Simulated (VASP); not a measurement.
Consider the following.

```
NaCl
1.0
    3.44017     0.00000     0.00000
    0.00000     3.44017     0.00000
    0.00000     0.00000     3.44017
Na Cl
1 1
Direct
  0.00000   0.00000   0.00000
  0.50000   0.50000   0.50000
```

Method: PBEsol GGA, VASP's PBE PAW potentials (set 64) (plane waves; VASP). Settings: 400 eV cut-off, Gaussian smearing of 0.050 eV, potentials Na_pv Cl.

Task: Give the energies of bands 5 to 10 at the high-symmetry points, in eV from the valence-band maximum.

Result: 
| band | Γ | X | M | R |
|---|---|---|---|---|
| 5 | -0.55 | -3.25 | -2.50 | -2.05 |
| 6 | -0.55 | -0.29 | -2.50 | -2.05 |
| 7 | -0.55 | -0.29 | 0.00 | -2.05 |
| 8 | 4.01 | 6.91 | 5.40 | 6.96 |
| 9 | 8.34 | 8.85 | 9.84 | 6.96 |
| 10 | 8.34 | 10.36 | 11.22 | 6.96 |

The gap is indirect, 4.01 eV, from the valence maximum at M to the conduction minimum at Γ.

The structure was generated: NaCl was put into the CsCl type type (Pm-3m), which need not be its known phase. It was relaxed first.
